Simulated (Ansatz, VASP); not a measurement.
**Bi2Se3 (Paraguanajuatite) in two plane-wave programs**

Aim: how closely do two programs agree when they are given the same cell, functional and k mesh?

Method: plane waves, with VASP 6.6.1 beside it; single point at PBEsol, in Ansatz 0.2.0.

## (1) Set-up

The structure is trigonal, space group R-3m (No. 166). The conventional cell has a = 4.143 Å, b = 4.143 Å, c = 28.636 Å, α = 90.00°, β = 90.00°, γ = 120.00°. Bi has 6 Se at 2.85 to 3.07 Å nearest. Nearest to Se lie 3 Bi at 2.85 Å. Nearest to Se lie 6 Bi at 3.07 Å. Farther neighbours and most contacts between anions are not listed.

Structure file:

```cif
data_structure
_symmetry_space_group_name_H-M 'R-3m:H'
_symmetry_Int_Tables_number 166
_cell_length_a 4.1430
_cell_length_b 4.1430
_cell_length_c 28.6360
_cell_angle_alpha 90.000
_cell_angle_beta 90.000
_cell_angle_gamma 120.000
_cell_volume 425.67
loop_
_atom_site_label
_atom_site_type_symbol
_atom_site_symmetry_multiplicity
_atom_site_Wyckoff_symbol
_atom_site_fract_x
_atom_site_fract_y
_atom_site_fract_z
_atom_site_occupancy
Bi1 Bi 6 c 0.66667 0.33333 0.93253 1
Se1 Se 6 c 0.00000 0.00000 0.78830 1
Se2 Se 3 a 0.00000 0.00000 0.00000 1
```

## (2) Ansatz: single point, PBEsol

Ansatz runs on its default PAW (the set named soft_2) files.

With cell and atoms fixed, the geometry can't cause a difference; cores, projectors, grids and the points listed under the comparison can.

The input, input.yaml:

```yaml
crystal:
  lattice:
    - [2.0715, 1.1959810826, 9.5453333333]
    - [-2.0715, 1.1959810826, 9.5453333333]
    - [0.0, -2.3919621653, 9.5453333333]
  atoms:
    - { symbol: Bi, position: [0.5992, 0.5992, 0.5992] }
    - { symbol: Bi, position: [0.4008, 0.4008, 0.4008] }
    - { symbol: Se, position: [0.7883, 0.7883, 0.7883] }
    - { symbol: Se, position: [0.2117, 0.2117, 0.2117] }
    - { symbol: Se, position: [0.0, 0.0, 0.0] }
hamiltonian:
  xc: pbesol
  pseudopotentials: { kind: paw }
kpoints:
  mp_grid: { grid: [6, 6, 6] }
scf:
  occupations: { method: gaussian, width: 0.05 }
  n_extra_bands: 5
output:
  forces: true
  stress: true
  eigenvalues: true
```

Command:

```
ansatz run input.yaml --threads 2 --pin off --max-ram 4608MiB --backend cpu --events-out ev --progress --plain --runs-dir out
```

Numbers of over 12 decimals in the logs are rounded to 6 here.

Log:

```text
basis.fft_grid_basis auto: the FFT boxes are laid along the combinations [[1, 0, -1], [0, 1, -1], [0, 0, 1]] of the cell's own vectors, 4.143, 4.143 and 9.840 Å long. The dense box has 30×30×72 points. Along the cell's own vectors, as sized, it would have 72×72×72, 5.76 times as many. Of the 12 symmetry operations that the crystal satisfies within crystal.symmetry.tolerance (time reversal apart; of a slab, those that [...]
scf.n_extra_bands = 5 over 39 filled bands (N_el = 78.0): the run solves 44 bands
Engine: ansatz 0.2.0, aarch64-unknown-linux-gnu
Pseudopotentials: kind: paw
Pseudopotential: Bi, paw, valence charge 15, recommended cutoff 420 eV (normal), Bi.paw.azcp
Pseudopotential: Se, paw, valence charge 16, recommended cutoff 420 eV (normal), Se.paw.azcp
Functional definition: PBEsol
  exchange = pbesol_x
  correlation = pbesol_c
Crystal: 5 atoms, lattice volume = 141.890 Å³
Basis set: ecut = 420 eV, 2743 PW (Γ), FFT grids on a1−a3, a2−a3, a3, exchange–correlation on 60×60×144 points (8 copies of the dense FFT grid, shifted against one another)
Bands: 44, of which v1, the nominal top of the filled ones, is band 39 counted from 1 (38 counted from 0)
Symmetry: 12 space group operations
Space group: R-3m (ITA 166), of the structure as read, at distance tolerance 5.2e-5 Å
k-points: 32 of 216
Non-local potential: Bi, projectors of the file, l = 0: 2, l = 1: 2, l = 2: 2, l = 3: 2
Non-local potential: Se, projectors of the file, l = 0: 2, l = 1: 2, l = 2: 3, l = 3: 1
PAW form: soft (Blöchl's): semilocal exchange-correlation on the pseudo side does not see the compensation charge
PAW frozen core: Bi, regenerated for the run's functional, and the local potential with it (the file was generated under x = pbe(κ = 0.804, μ = 0.219515), c = pbe(β = 0.066725))
PAW frozen core: Se, regenerated for the run's functional, and the local potential with it (the file was generated under x = pbe(κ = 0.804, μ = 0.219515), c = pbe(β = 0.066725))
PAW one-centre angular grid: Bi, 590 points (default); XC on 64 Gauss nodes
PAW one-centre angular grid: Se, 590 points (default); XC on 64 Gauss nodes
Initial density: superposition of atomic densities (neutral atoms: chi_scale 0, normalization atom), corrected by the library's trained network
Initial wavefunctions: pseudopotential atomic-orbital guess
Functional: x = pbesol(κ = 0.804, μ = 0.123457), c = pbesol(β = 0.046)
SCF iter   1: F=—  HF=-40758.522968 eV  |F-HF|=—  |Δ(HF+E_count)|=         —  Δρ=3.17e-3  dr2=3.96e-2  ethr=1.77e-3  ⟨swp⟩=6.9  Hψ=5219  notcnv=0
preconditioner: auto → Resta (q_TF=auto, 2.469 Å⁻¹)  ε∞=4.9  [insulator: Δε(μ)=0.087 eV  Ē_g=8.356 eV  σ=0.050 eV  W_gap=0.78  n_scr=36 (ndim 8)  ℏωp=16.5 eV  f_vac=0.033  D(μ)=0.10/eV (n_scr^D=0)  ε∞_Penn≈4.9]
SCF iter   2: F=—  HF=-40758.513880 eV  |F-HF|=—  |Δ(HF+E_count)|=   9.09e-3  Δρ=1.31e-3  dr2=4.14e-3  ethr=5.07e-5  ⟨swp⟩=2.7  Hψ=2359  notcnv=0  defer=30
SCF iter   3: F=—  HF=-40758.513325 eV  |F-HF|=—  |Δ(HF+E_count)|=   5.56e-4  Δρ=6.74e-4  dr2=8.55e-4  ethr=5.31e-6  ⟨swp⟩=2.0  Hψ=1615  notcnv=0  defer=30
SCF iter   4: F=—  HF=-40758.513293 eV  |F-HF|=—  |Δ(HF+E_count)|=   3.12e-5  Δρ=2.24e-4  dr2=9.37e-5  ethr=1.10e-6  ⟨swp⟩=2.0  Hψ=2293  notcnv=0  defer=30
SCF iter   5: F=—  HF=-40758.513319 eV  |F-HF|=—  |Δ(HF+E_count)|=   2.56e-5  Δρ=8.84e-5  dr2=1.28e-5  ethr=1.20e-7  ⟨swp⟩=2.0  Hψ=2356  notcnv=0  defer=30
SCF iter   6: F=—  HF=-40758.513328 eV  |F-HF|=—  |Δ(HF+E_count)|=   8.77e-6  Δρ=2.19e-5  dr2=1.01e-6  ethr=1.65e-8  ⟨swp⟩=2.0  Hψ=2499  notcnv=0  defer=30
SCF iter   7: F=—  HF=-40758.513329 eV  |F-HF|=—  |Δ(HF+E_count)|=   6.80e-7  Δρ=9.05e-6  dr2=1.54e-7  ethr=1.30e-9  ⟨swp⟩=2.0  Hψ=2626  notcnv=0  defer=30
SCF iter   8: F=-40758.513329 eV  HF=-40758.513329 eV  |F-HF|=8.43e-9  |Δ(HF+E_count)|=   1.75e-7  Δρ=2.30e-6  dr2=8.23e-9  ethr=1.28e-10  ⟨swp⟩=8.6  Hψ=5986  notcnv=0
SCF 1 converged in 8 iterations: F = -40758.513329 eV  dr2 = 8.23e-9
  greatest PAW one-centre occupation: 1.000 electrons in one spin orbital (limit 2), on the Se atom at site 3 (counted from 0), in its partial waves of l = 2
SCF converged after 8 iterations
Free energy (F): -40758.513329 eV
Harris-Foulkes:  -40758.513329 eV  (|F-HF|=8.43e-9)
Internal energy: -40758.513295 eV  (E = F + TS)
E sigma→0 (E₀):  -40758.513312 eV
Entropy (-TS):   -0.000033 eV (-0.007 meV/atom)
Fermi energy:    9.000516 eV
--- Per-component energies (eV) ---
  E_band       = -1350.725940
  E_kinetic    = 957.390003
  E_local      = -10369.157454  (includes V_loc(G=0)·N_el)
  E_nonlocal   = -650.085973
  E_hartree    = 4607.662597
  E_xc         = -611.455161
  E_vxc        = -583.340087  (∫ρ·V_xc dr)
  E_paw        = -26621.692873  (= ΣΔE_a)
  E_vpaw       = 79.145577  (= ΣTr[D̂ρ^β])
  E_aug_tail   = -0.002711  (compensation charges beyond the density's cutoff)
  E_ewald      = -8074.376580
  E_core_change = 3.204856  (= ΣΔE_core)
  E_smearing   = -0.000033  (= −TS)
  E_closure    = 0.000000  (closes the sum)
  Σ components = -40758.513329   (vs F -40758.513329, Δ=0.00e0)
--- Forces (eV/Å), atoms counted from 1 ---
  atom   1  Bi     0.00000000    -0.00000000     0.17880356
  atom   2  Bi     0.00000000     0.00000000    -0.17880356
  atom   3  Se     0.00000000    -0.00000000     0.07985012
  atom   4  Se     0.00000000     0.00000000    -0.07985012
  atom   5  Se     0.00000000     0.00000000    -0.00000000
  max |Σ_I F_I| component: 1.39e-17 eV/Å
--- Stress (GPa, compression-positive) ---
       -0.360969       0.000000       0.000000
        0.000000      -0.360969      -0.000000
        0.000000      -0.000000      -0.312423
  P = ⅓ Tr σ = -0.3448 GPa (-3.448 kbar)
--- Band table (eV; the first three rows and the last of 32) ---
  k-point 0: bands = [... 35 lower, 7.0635, 7.7305, 7.7305, 8.9287, 9.0723, 10.2953, 10.2953, 11.0095, ... 1 higher]
  k-point 1: bands = [... 35 lower, 7.6239, 7.6311, 7.8309, 8.2565, 10.2434, 10.6618, 10.9866, 11.0864, ... 1 higher]
  k-point 2: bands = [... 35 lower, 6.4977, 7.4600, 7.7110, 8.3617, 9.9018, 10.9778, 11.2478, 11.9348, ... 1 higher]
  k-point 31: bands = [... 35 lower, 7.3599, 7.5608, 7.5608, 8.4546, 9.5158, 10.6084, 10.6084, 10.9416, ... 1 higher]
```

The job ended after 6.1 s (2 threads of Arm Neoverse V2, shared host; peak memory 0.49 GiB; 12 s of CPU time).

The run ends at a pressure of -0.34 GPa, with forces up to 0.18 eV/Å.

## (3) VASP: single point, PBEsol

The same cell, functional, mesh and smearing now go to VASP, with its own data sets and cutoff.

Lines of VASP's logs that name or quote its potential files are left out, and so is its time.

The input, INCAR:

```
SYSTEM = Bi2Se3
PREC = Accurate
ENCUT = 400
EDIFF = 1E-05
NELM = 100
ISMEAR = 0
SIGMA = 0.05
LREAL = .FALSE.
ALGO = Normal
GGA = PS
NBANDS = 30
LORBIT = 11
LWAVE = .FALSE.
LCHARG = .FALSE.
KPAR = 4
```

The input, POSCAR:

```
Bi2Se3
1.0
    2.0715000000      1.1959810826      9.5453333333
   -2.0715000000      1.1959810826      9.5453333333
    0.0000000000     -2.3919621653      9.5453333333
Bi Se
2 3
Direct
    0.5992000000      0.5992000000      0.5992000000
    0.4008000000      0.4008000000      0.4008000000
    0.7883000000      0.7883000000      0.7883000000
    0.2117000000      0.2117000000      0.2117000000
    0.0000000000      0.0000000000      0.0000000000
```

The input, KPOINTS:

```
Automatic mesh
0
Gamma
6 6 6
0 0 0
```

Potentials, in the order of the species: Bi_d and Se (PBE family, release 64).

Command:

```
mpirun -np 4 vasp_std
```

Log:

```text
[banner, memory and clock lines left out]
running    4 mpi-ranks, on    1 nodes
 distrk:  each k-point on    1 cores,    4 groups
 distr:  one band on    1 cores,    1 groups

 POSCAR found type information on POSCAR BiSe
 POSCAR found :  2 types and       5 ions
|                                                                             |
|               ----> ADVICE to this user running VASP <----                  |
|                                                                             |
|     You enforced a specific xc type in the INCAR file but a different       |
|     [... a line on the potential file left out ...]
|     I HOPE YOU KNOW WHAT YOU ARE DOING!                                     |
|                                                                             |

 LDA part: xc-table for (Slater+PW92), standard interpolation
 POSCAR, INCAR and KPOINTS ok, starting setup
 FFT: planning ... GRIDC
 FFT: planning ... GRID_SOFT
 FFT: planning ... GRID
 WAVECAR not read
 entering main loop
       N       E                     dE             d eps       ncg     rms          rms(c)
DAV:   1     0.423974404950E+03    0.42397E+03   -0.20080E+04  1920   0.138E+03
DAV:   2     0.263223653602E+02   -0.39765E+03   -0.38398E+03  2062   0.382E+02
DAV:   3    -0.208521715104E+02   -0.47175E+02   -0.45321E+02  2530   0.145E+02
DAV:   4    -0.227163194665E+02   -0.18641E+01   -0.18516E+01  2252   0.307E+01
DAV:   5    -0.227816370596E+02   -0.65318E-01   -0.65288E-01  2604   0.561E+00    0.506E+00
DAV:   6    -0.220500260070E+02    0.73161E+00   -0.11918E+00  2488   0.763E+00    0.318E+00
DAV:   7    -0.220452547295E+02    0.47713E-02   -0.32909E-01  2168   0.252E+00    0.159E+00
DAV:   8    -0.220466054885E+02   -0.13508E-02   -0.43737E-02  2524   0.113E+00    0.506E-01
DAV:   9    -0.220460320106E+02    0.57348E-03   -0.23115E-03  2424   0.447E-01    0.116E-01
DAV:  10    -0.220461056975E+02   -0.73687E-04   -0.12464E-03  2168   0.182E-01    0.479E-02
DAV:  11    -0.220461310178E+02   -0.25320E-04   -0.14745E-04  2076   0.726E-02    0.290E-02
DAV:  12    -0.220461427801E+02   -0.11762E-04   -0.30961E-05  1838   0.304E-02    0.731E-03
DAV:  13    -0.220461431275E+02   -0.34735E-06   -0.31405E-06  1140   0.153E-02
   1 F= -.22046143E+02 E0= -.22046125E+02  d E =-.363376E-04
```

OUTCAR, selected parts (step 3):

```text
ion  position               nearest neighbor table
   1  0.599  0.599  0.599-   4 2.85   4 2.85   4 2.85   5 3.07   5 3.07   5 3.07
   2  0.401  0.401  0.401-   3 2.85   3 2.85   3 2.85   5 3.07   5 3.07   5 3.07
   3  0.788  0.788  0.788-   2 2.85   2 2.85   2 2.85
   4  0.212  0.212  0.212-   1 2.85   1 2.85   1 2.85
   5  0.000  0.000  0.000-   1 3.07   1 3.07   2 3.07   2 3.07   1 3.07   2 3.07

  LATTYP: Found a trigonal (rhomboedric) cell.
 ALAT       =     9.8404710987
 COS(alpha) =     0.9113725833

 Subroutine GETGRP returns: Found 12 space group operations
 (whereof 12 operations were pure point group operations)

The static configuration has the point symmetry D_3d.

 Found     32 irreducible k-points:

   k-points           NKPTS =     32   k-points in BZ     NKDIM =     32   number of bands    NBANDS=     30

   dimension x,y,z NGX =    64 NGY =   64 NGZ =   64
   dimension x,y,z NGXF=   128 NGYF=  128 NGZF=  128

   ENCUT  =  400.0 eV  29.40 Ry    5.42 a.u.  16.05 16.05 16.05*2*pi/ulx,y,z

   NELECT =      48.0000    total number of electrons

 k-points in reciprocal lattice and weights: Automatic mesh
   0.00000000  0.00000000  0.00000000       0.005
   0.16666667  0.00000000 -0.00000000       0.028
   0.33333333 -0.00000000 -0.00000000       0.028
   0.50000000  0.00000000 -0.00000000       0.014
   0.16666667  0.16666667 -0.00000000       0.028
   0.33333333  0.16666667 -0.00000000       0.056
   0.50000000  0.16666667 -0.00000000       0.056
  -0.33333333  0.16666667  0.00000000       0.056
  -0.16666667  0.16666667  0.00000000       0.028
[...]
-0.33333333  0.50000000  0.33333333       0.028
   0.50000000  0.50000000  0.50000000       0.005

 average (electrostatic) potential at core
       1-106.1114       2-106.1114       3 -53.1365       4 -53.1365       5 -52.9749

 E-fermi :   4.8923

 k-point     1 :       0.0000    0.0000    0.0000
  band No.  band energies     occupation
    ...
     20       2.9563      2.00000
     21       2.9563      2.00000
     22       3.6252      2.00000
     23       3.6252      2.00000
     24       4.8220      1.95299
     25       4.9625      0.04701
     26       6.1853      0.00000
     27       6.1853      0.00000
     28       6.8998      0.00000
     29       7.5167      0.00000
    ...

 k-point     2 :       0.1667    0.0000   -0.0000
  band No.  band energies     occupation
    ...
     20       2.8624      2.00000
     21       3.5134      2.00000
     22       3.5262      2.00000
     23       3.7296      2.00000
     24       4.1503      2.00000
     25       6.1308      0.00000
     26       6.5510      0.00000
     27       6.8784      0.00000
     28       6.9776      0.00000
     29       7.5575      0.00000
    ...

 k-point     3 :       0.3333   -0.0000   -0.0000
  band No.  band energies     occupation
    ...
     20       2.0957      2.00000
     21       2.3901      2.00000
     22       3.3551      2.00000
     23       3.6058      2.00000
     24       4.2544      2.00000
     25       5.7903      0.00000
     26       6.8703      0.00000
     27       7.1372      0.00000
     28       7.8260      0.00000
     29       8.4955      0.00000
    ...

  Total       -0.3077894     -0.3077894     -0.2669714      0.0000000      0.0000000      0.0000000
  in kB       -3.4754623     -3.4754623     -3.0145584      0.0000000      0.0000000      0.0000000
  external PRESSURE =      -3.3218277 kB  Pullay stress =       0.0000000 kB

  energy-cutoff  :      400.00
  volume of cell :      141.89
      direct lattice vectors                 reciprocal lattice vectors
     2.071500000  1.195981083  9.545333333     0.241370987  0.139355604  0.034921078
    -2.071500000  1.195981083  9.545333333    -0.241370987  0.139355604  0.034921078
     0.000000000 -2.391962165  9.545333333     0.000000000 -0.278711209  0.034921078

 POSITION                                       TOTAL-FORCE (eV/Angst)
 -----------------------------------------------------------------------------------
      0.00000     -0.00000     17.15869         0.000000     -0.000000      0.191207
      0.00000     -0.00000     11.47731         0.000000      0.000000     -0.191207
      0.00000     -0.00000     22.57376         0.000000     -0.000000      0.096198
      0.00000     -0.00000      6.06224         0.000000      0.000000     -0.096198
      0.00000      0.00000      0.00000         0.000000     -0.000000     -0.000000
 -----------------------------------------------------------------------------------
    total drift:                               -0.000000     -0.000000      0.000000

  FREE ENERGIE OF THE ION-ELECTRON SYSTEM (eV)
  ---------------------------------------------------
  free  energy   TOTEN  =       -22.0461431275 eV

  energy  without entropy=      -22.0461067899  energy(sigma->0) =      -22.04612496

 total charge
# of ion       s       p       d       tot
------------------------------------------
    1        1.610   1.070   9.962  12.643
    2        1.610   1.070   9.962  12.643
    3        1.493   2.252   0.023   3.767
    4        1.493   2.252   0.023   3.767
    5        1.474   2.305   0.021   3.800
--------------------------------------------------
tot          7.680   8.949  19.992  36.621

[... 3 further parts left out ...]
```

The run ends at a pressure of -0.33 GPa, with forces up to 0.19 eV/Å.

## (4) Comparison

Known differences besides the potentials themselves: the data sets hold 78 valence electrons in Ansatz (default PAW (the set named soft_2) files) and 48 in VASP; the cutoff is 420 eV in Ansatz and 400 eV in VASP; Ansatz makes its cores anew for this functional, VASP keeps those of its PBE data sets; VASP leaves aspherical gradient terms in its spheres out (LASPH is not set), Ansatz keeps them. Total energies have different zeros and are not compared.

Compared:

```csv
quantity,Ansatz,VASP,difference
pressure (GPa),-0.34,-0.33,-0.01
gap on the k mesh (eV),0.144,0.141,+0.003
```

Forces (eV/Å; atoms numbered as in POSCAR):

```csv
atom,"Ansatz x, y, z","VASP x, y, z"
Bi1,"0.000, 0.000, 0.179","0.000, 0.000, 0.191"
Bi2,"0.000, 0.000, -0.179","0.000, 0.000, -0.191"
Se3,"0.000, 0.000, 0.080","0.000, 0.000, 0.096"
Se4,"0.000, 0.000, -0.080","0.000, 0.000, -0.096"
Se5,"0.000, 0.000, 0.000","0.000, 0.000, 0.000"
```

The forces differ by 7.5 meV/Å r.m.s., which is 9.6 % of the r.m.s. force of 0.08 eV/Å (both taken over all components). A gap on the mesh is an upper bound, since the band edges may lie between its points; neither run holds spin-orbit coupling, which can move the band edges of a compound of Bi. Ansatz's pressure holds a Pulay correction of 0.02 GPa; VASP's holds none.

## (5) Summary of results

| Quantity | Value |
| --- | --- |
| r.m.s. force difference (single point, PBEsol) | 7.5 meV/Å |

What this shows: The r.m.s. force difference is 7.5 meV/Å (single point, PBEsol), within the 12 meV/Å picked in this series as the mark of a large difference. 1 further run of this series is not shown here. How closely two codes agree says nothing of how well the functional describes the real material.

[Lines on the potential files, build, host, timing and source positions are cut from VASP's logs without a mark.]

[Logs are printed without paths, hosts, clocks, repeated set-up lines and the standing remarks that a program may print on its own settings, such as how far it seeks lower states.]

[Hosts, paths, dates, database ids (printed as entryN), source tags and the programs' standing remarks are cut or masked in the printed files.]
